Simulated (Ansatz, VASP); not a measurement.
One calculation of Be3AsN, two programs

```
Be As N
1.0
     3.61364    0.00000    0.00000
     0.00000    3.61364    0.00000
     0.00000    0.00000    3.61364
Be As N
3 1 1
Direct
  0.00000 0.50000 0.50000
  0.50000 0.00000 0.50000
  0.50000 0.50000 0.00000
  0.00000 0.00000 0.00000
  0.50000 0.50000 0.50000
```

Alike in both runs: task electric field gradients; functional PBE; k mesh 8 × 8 × 8; no spin polarisation.

|  | VASP | Ansatz |
| --- | --- | --- |
| version | VASP 6.6.1 | Ansatz 0.2.0 |
| potentials or method | VASP PAW PBE potentials, release 64 (Be, As, N) | scalar-relativistic, plane waves, PAW |
| plane-wave cutoff (eV) | 520 | 420 |
| occupations | gaussian, width 0.01 eV | fixed |
| valence electrons in the cell | 16 | 26 |

VASP gave:

| Property | Result |
| --- | --- |
| gap on the k mesh at the Fermi level (eV) | 0.86 |
| least direct gap on the mesh (eV) | 1.29 |
| pressure (GPa) | 0.3 |
| Vzz of the field gradient on the site that differs most (V/Å²) | -9.5 |

Which values does Ansatz return?

gap on the k mesh at the Fermi level (eV): 0.88; least direct gap on the mesh (eV): 1.31; pressure (GPa): 0.0; Vzz of the field gradient on the site that differs most (V/Å²): -6.6.

The two sets of potentials don't hold the same shells in valence.

A k mesh can miss the band edges. Expect the measured gap to be larger: semilocal functionals such as PBE lack the derivative discontinuity.
